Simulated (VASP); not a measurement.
A run of VASP 6.6.1 is set up as follows.

INCAR

```
PREC     = Accurate       # precision mode
ENCUT    = 520            # plane-wave cutoff, eV
EDIFF    = 1E-6           # SCF threshold, eV
ISMEAR   = -1             # smearing method
SIGMA    = 0.05           # smearing width, eV
LREAL    = F              # projectors in reciprocal space
LASPH    = T              # aspherical terms in the spheres
NELM     = 80             # most SCF steps
ALGO     = Normal         # electronic algorithm
ISIF     = 2              # what is computed and relaxed
LWAVE    = F              # write WAVECAR
LCHARG   = T              # write CHGCAR
LDIPOL   = T            
IDIPOL   = 3            
DIPOL    = 0.5 0.5 0.294
METAGGA  = R2SCAN         # meta-GGA
LMIXTAU  = T            
LELF     = T              # ELF
LVHAR    = T            
LVACPOTAV= T
```

Contents of KPOINTS:

```
regular mesh
0
Gamma
  10 10 1
```

POSCAR

```
Hf
1.0
    2.7787600000      0.0000000000      0.0000000000
    0.0000000000      2.7787600000      0.0000000000
    0.0000000000      0.0000000000     23.8000000000
Hf
1
Direct
    0.0000000000      0.0000000000      0.2941200000
```

Potentials or basis: VASP PAW PBE potentials, release 64 (Hf_pv).

Command:

```console
$ cat potpaw_PBE.64/Hf_pv/POTCAR > POTCAR
$ mpirun -np 1 vasp_std > vasp.out
```

**Question.** Predict the work function of the upper face.

**Answer.** 4.36 eV.

**Question.** Estimate the work function of the lower face.

**Answer.** 4.36 eV.

**Question.** What does it give for the band gap on the k mesh?

**Answer.** None (metal or under the smearing width).

 The run has no spin-orbit coupling, so splittings on Hf are missing.
